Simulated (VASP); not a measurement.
# XPS shifts in Zr2Ta3

Which atoms of Zr2Ta3 bind their core electrons more tightly, and does the hole change the order?

Program: VASP 6.6.1. Level of theory: PBEsol; plane waves and PAW (Zr_sv, Ta_pv), in the first sound run; inputs show where later runs differ. Results are calculated unless marked as measured.

## (1) The starting structure

The cell holds 20 atoms: 8 Zr and 12 Ta. Its edges and angles: a = 6.620 Å, b = 6.620 Å, c = 20.620 Å, α = 90.0°, β = 90.0°, γ = 90.0°. It derives from Ta. Overlayer: added Zr, how one layer, both faces. Regions: layer 1, 4 atoms (4 Zr); layer 2, 4 atoms (4 Ta); layer 3, 4 atoms (4 Ta); other layers, 8 atoms (4 Ta and 4 Zr). Vacuum lies along c.

## (2) Relaxation

The free atoms are relaxed first inside the given cell, which is kept (ISIF = 0), since core levels depend on the positions.

Input file INCAR:

```
SYSTEM = Zr2Ta3
PREC = Normal
ENCUT = 330
EDIFF = 1E-05
NELM = 100
ISMEAR = 0
SIGMA = 0.1
LREAL = Auto
ALGO = Fast
GGA = PS
NBANDS = 141
LASPH = .TRUE.
LWAVE = .FALSE.
LCHARG = .FALSE.
NCORE = 8
IBRION = 2
NSW = 50
ISIF = 0
EDIFFG = -0.05
```

Input file POSCAR:

```
Zr2Ta3
1.0
    6.6200000000      0.0000000000      0.0000000000
    0.0000000000      6.6200000000      0.0000000000
    0.0000000000      0.0000000000     20.6200000000
Zr Ta
8 12
Selective dynamics
Direct
    0.0000000000      0.0000000000      0.6605237630  T T T
    0.5000000000      0.0000000000      0.6605237630  T T T
    0.0000000000      0.5000000000      0.6605237630  T T T
    0.5000000000      0.5000000000      0.6605237630  T T T
    0.0000000000      0.0000000000      0.3394762370  T T T
    0.5000000000      0.0000000000      0.3394762370  T T T
    0.0000000000      0.5000000000      0.3394762370  T T T
    0.5000000000      0.5000000000      0.3394762370  T T T
    0.2500000000      0.2500000000      0.5802618820  T T T
    0.7500000000      0.2500000000      0.5802618820  T T T
    0.2500000000      0.7500000000      0.5802618820  T T T
    0.7500000000      0.7500000000      0.5802618820  T T T
    0.0000000000      0.0000000000      0.5000000000  F F F
    0.5000000000      0.0000000000      0.5000000000  F F F
    0.0000000000      0.5000000000      0.5000000000  F F F
    0.5000000000      0.5000000000      0.5000000000  F F F
    0.2500000000      0.2500000000      0.4197381180  T T T
    0.7500000000      0.2500000000      0.4197381180  T T T
    0.2500000000      0.7500000000      0.4197381180  T T T
    0.7500000000      0.7500000000      0.4197381180  T T T
```

Input file KPOINTS:

```
Automatic mesh
0
Gamma
3 3 1
0 0 0
```

The projector-augmented-wave data sets are Zr_sv and Ta_pv (PBE family, release 64).

The run is started by

```console
$ mpirun -np 8 vasp_std
```

Output:

```text
[banner, memory and clock lines left out]
running    8 mpi-ranks, on    1 nodes
 distrk:  each k-point on    8 cores,    1 groups
 distr:  one band on    8 cores,    1 groups

 POSCAR found type information on POSCAR ZrTa
 POSCAR found :  2 types and      20 ions
|                                                                             |
|           W    W    AA    RRRRR   N    N  II  N    N   GGGG   !!!           |
|           W    W   A  A   R    R  NN   N  II  NN   N  G    G  !!!           |
|           W    W  A    A  R    R  N N  N  II  N N  N  G       !!!           |
|           W WW W  AAAAAA  RRRRR   N  N N  II  N  N N  G  GGG   !            |
|           WW  WW  A    A  R   R   N   NN  II  N   NN  G    G                |
|           W    W  A    A  R    R  N    N  II  N    N   GGGG   !!!           |
|                                                                             |
|     For optimal performance we recommend to set                             |
|       NCORE = 2 up to number-of-cores-per-socket                            |
|     NCORE specifies how many cores store one orbital (NPAR=cpu/NCORE).      |
|     This setting can greatly improve the performance of VASP for DFT.       |
|     The default, NCORE=1 might be grossly inefficient on modern             |
|     multi-core architectures or massively parallel machines. Do your        |
|     Unfortunately you need to use the default for GW and RPA                |
|     calculations (for HF NCORE is supported but not extensively tested      |
|     yet).                                                                   |
|                                                                             |

|                                                                             |
|               ----> ADVICE to this user running VASP <----                  |
|                                                                             |
|     You enforced a specific xc type in the INCAR file but a different       |
|     [... a line on the potential file left out ...]
|     I HOPE YOU KNOW WHAT YOU ARE DOING!                                     |
|                                                                             |

 LDA part: xc-table for (Slater+PW92), standard interpolation
 POSCAR, INCAR and KPOINTS ok, starting setup
 FFT: planning ... GRIDC
 FFT: planning ... GRID_SOFT
 FFT: planning ... GRID
 WAVECAR not read
 entering main loop
       N       E                     dE             d eps       ncg     rms          rms(c)
DAV:   1     0.174751745227E+04    0.17475E+04   -0.10497E+05  1070   0.106E+03
DAV:   2    -0.901040381740E+02   -0.18376E+04   -0.17880E+04   957   0.364E+02
DAV:   3    -0.220543160397E+03   -0.13044E+03   -0.12627E+03  1212   0.740E+01
DAV:   4    -0.236766443991E+03   -0.16223E+02   -0.16079E+02  1556   0.203E+01
DAV:   5    -0.238894291303E+03   -0.21278E+01   -0.21267E+01  1196   0.515E+00    0.587E+01
RMM:   6    -0.227027759725E+03    0.11867E+02   -0.13679E+02  1052   0.152E+01    0.269E+01
RMM:   7    -0.229276870412E+03   -0.22491E+01   -0.71638E+01   990   0.138E+01    0.174E+01
RMM:   8    -0.214091894345E+03    0.15185E+02   -0.13951E+01   938   0.670E+00    0.451E+00
RMM:   9    -0.214358471729E+03   -0.26658E+00   -0.88545E+00  1153   0.342E+00    0.207E+00
RMM:  10    -0.214319582644E+03    0.38889E-01   -0.12200E+00  1151   0.171E+00    0.120E+00
RMM:  11    -0.214366994776E+03   -0.47412E-01   -0.54215E-01  1193   0.879E-01    0.681E-01
RMM:  12    -0.214389999094E+03   -0.23004E-01   -0.21802E-01  1177   0.626E-01    0.437E-01
RMM:  13    -0.214395678937E+03   -0.56798E-02   -0.72238E-02  1280   0.378E-01    0.185E-01
RMM:  14    -0.214401432918E+03   -0.57540E-02   -0.33524E-02  1222   0.260E-01    0.124E-01
RMM:  15    -0.214403789801E+03   -0.23569E-02   -0.16678E-02  1379   0.174E-01    0.941E-02
RMM:  16    -0.214404733911E+03   -0.94411E-03   -0.73087E-03  1330   0.134E-01    0.486E-02
RMM:  17    -0.214404651544E+03    0.82367E-04   -0.41367E-03  1349   0.106E-01    0.433E-02
RMM:  18    -0.214405472860E+03   -0.82132E-03   -0.25172E-03  1311   0.771E-02    0.215E-02
WARNING in EDDRMM: call to ZHEGV failed, returncode =   6  3     92
RMM:  19    -0.214406024033E+03   -0.55117E-03   -0.15061E-03  1306   0.649E-02    0.175E-02
RMM:  20    -0.214406418807E+03   -0.39477E-03   -0.84029E-04  1269   0.522E-02    0.125E-02
RMM:  21    -0.214406628712E+03   -0.20990E-03   -0.51964E-04  1141   0.423E-02    0.148E-02
RMM:  22    -0.214406742538E+03   -0.11383E-03   -0.31652E-04  1061   0.364E-02    0.806E-03
RMM:  23    -0.214406774689E+03   -0.32151E-04   -0.20365E-04  1000   0.314E-02    0.790E-03
RMM:  24    -0.214406786389E+03   -0.11700E-04   -0.14322E-04   979   0.283E-02    0.107E-02
RMM:  25    -0.214406809551E+03   -0.23162E-04   -0.10761E-04   961   0.261E-02    0.726E-03
RMM:  26    -0.214406819149E+03   -0.95987E-05   -0.74617E-05   934   0.237E-02
   1 F= -.21440682E+03 E0= -.21431877E+03  d E =-.214407E+03
 curvature:   0.00 expect dE= 0.000E+00 dE for cont linesearch  0.000E+00
 trial: gam= 0.00000 g(F)=  0.111E+00 g(S)=  0.000E+00 ort = 0.000E+00 (trialstep = 0.100E+01)
 search vector abs. value=  0.111E+00
 bond charge predicted
       N       E                     dE             d eps       ncg     rms          rms(c)
DAV:   1    -0.214349970300E+03    0.56839E-01   -0.24041E+01   956   0.165E+01    0.139E+00
RMM:   2    -0.214502998584E+03   -0.15303E+00   -0.15066E+00   934   0.388E+00    0.860E-01
RMM:   3    -0.214481384382E+03    0.21614E-01   -0.22597E-01  1022   0.136E+00    0.731E-01
RMM:   4    -0.214480518601E+03    0.86578E-03   -0.52099E-02  1143   0.590E-01    0.325E-01
RMM:   5    -0.214481422451E+03   -0.90385E-03   -0.14317E-02  1216   0.287E-01    0.881E-02
RMM:   6    -0.214481564802E+03   -0.14235E-03   -0.41027E-03  1296   0.148E-01    0.592E-02
RMM:   7    -0.214481716529E+03   -0.15173E-03   -0.14503E-03  1300   0.870E-02    0.223E-02
WARNING in EDDRMM: call to ZHEGV failed, returncode =   6  3     87
RMM:   8    -0.214481777096E+03   -0.60567E-04   -0.52978E-04  1206   0.570E-02    0.165E-02
RMM:   9    -0.214481817029E+03   -0.39933E-04   -0.26284E-04  1072   0.456E-02    0.754E-03
RMM:  10    -0.214481841366E+03   -0.24337E-04   -0.17123E-04   940   0.377E-02    0.360E-03
WARNING in EDDRMM: call to ZHEGV failed, returncode =   8  4     75
RMM:  11    -0.214481864922E+03   -0.23555E-04   -0.12538E-04   842   0.335E-02    0.250E-03
RMM:  12    -0.214481887515E+03   -0.22593E-04   -0.10307E-04   789   0.305E-02    0.149E-03
RMM:  13    -0.214481906767E+03   -0.19252E-04   -0.87970E-05   728   0.281E-02    0.883E-04
RMM:  14    -0.214481922534E+03   -0.15767E-04   -0.74519E-05   675   0.261E-02    0.906E-04
RMM:  15    -0.214481937363E+03   -0.14829E-04   -0.65650E-05   624   0.245E-02    0.460E-04
RMM:  16    -0.214481947635E+03   -0.10272E-04   -0.58489E-05   568   0.231E-02    0.353E-04
RMM:  17    -0.214481954621E+03   -0.69860E-05   -0.50505E-05   539   0.218E-02
   2 F= -.21448195E+03 E0= -.21438304E+03  d E =-.751355E-01
[...]
WARNING in EDDRMM: call to ZHEGV failed, returncode =   8  4     73
[...]
WARNING in EDDRMM: call to ZHEGV failed, returncode =   8  4     86
[...]
WARNING in EDDRMM: call to ZHEGV failed, returncode =   8  4    116
[... from here on, the cycles between the ionic steps are left out ...]
   3 F= -.21449458E+03 E0= -.21439319E+03  d E =-.877655E-01
   4 F= -.21449503E+03 E0= -.21439373E+03  d E =-.882094E-01
[...]
WARNING in EDDRMM: call to ZHEGV failed, returncode =   8  4    108
   5 F= -.21449506E+03 E0= -.21439377E+03  d E =-.882372E-01
 curvature:  -1.11 expect dE=-0.200E-02 dE for cont linesearch -0.947E-05
 ZBRENT: accuracy reached
 trial: gam= 0.00746 g(F)=  0.180E-02 g(S)=  0.000E+00 ort = 0.972E-03 (trialstep = 0.113E+01)
 search vector abs. value=  0.182E-02
 bond charge predicted
       N       E                     dE             d eps       ncg     rms          rms(c)
DAV:   1    -0.214495375704E+03   -0.31907E-03   -0.50925E-01   895   0.241E+00    0.157E-01
RMM:   2    -0.214497484841E+03   -0.21091E-02   -0.17050E-02   894   0.460E-01    0.123E-01
RMM:   3    -0.214496950570E+03    0.53427E-03   -0.31911E-03  1010   0.159E-01    0.770E-02
RMM:   4    -0.214496890041E+03    0.60529E-04   -0.42627E-04  1040   0.650E-02    0.371E-02
RMM:   5    -0.214496903162E+03   -0.13121E-04   -0.13327E-04  1056   0.327E-02    0.998E-03
RMM:   6    -0.214496905708E+03   -0.25463E-05   -0.35502E-05   681   0.150E-02
   6 F= -.21449691E+03 E0= -.21439605E+03  d E =-.184940E-02
 ZBRENT: can't locate minimum, use default step
 trial-energy change:   -0.001849  1 .order   -0.001865   -0.002034   -0.001696
 step:   4.5038(harm=  6.7770)  dis= 0.01202  next Energy=  -214.501177 (dE=-0.612E-02)
 reached required accuracy - stopping structural energy minimisation
```

Run time: 45 s. Hardware: 8 MPI ranks of AMD EPYC 9R45, shared host; peak memory 1 GiB; 5.8 min of CPU time.

Lines that name or quote the potential files are left out of all logs, and their timing lines are given in words.

[end of part 1 of 5]

[Lines on the potential files, build, host, timing and source positions are cut from VASP's logs without a mark.]

[Logs are printed without paths, hosts, clocks, repeated set-up lines and the standing remarks that a program may print on its own settings, such as how far it seeks lower states.]

[Hosts, paths, dates, database ids (printed as entryN), source tags and the programs' standing remarks are cut or masked in the printed files.]
